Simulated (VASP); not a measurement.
Consider the following.

```
CELL_PARAMETERS angstrom
      2.76856     0.00000     0.00000
      0.00000     3.91533     0.00000
      0.00000     0.00000    26.05638
ATOMIC_POSITIONS crystal
  Pt 0.00000 0.00000 0.31912
  Pt 0.50000 0.50000 0.36410
  Pt 0.00000 0.00000 0.42132
  Pt 0.50000 0.50000 0.47343
  Pt 0.00000 0.00000 0.52657
  Pt 0.50000 0.50000 0.57868
  Pt 0.00000 0.00000 0.63590
  Pt 0.50000 0.50000 0.68088
```

Calculation: PBEsol GGA, VASP's PBE PAW potentials (set 64) (plane waves; VASP). Settings: PREC = Normal, 400 eV cut-off, 10×7×1 Γ-centred mesh, first-order Methfessel-Paxton smearing of 0.10 eV, potentials Pt.

Unless said otherwise, spin-orbit coupling is left out, though it shifts the bands of the heavy elements here.

Question: Predict the energy per atom (σ→0), band gap (on the k-mesh) with the smallest direct gap where there is one.

Answer: 
The band gap (on the k-mesh) is none (metal, semimetal or under 0.01 eV) and the energy per atom (σ→0) is -6.571 eV/atom.

The absolute energy has meaning only against runs of the same code, potentials and settings.

The cell is a thin slab with vacuum, built from Pt (fcc): (110) face.
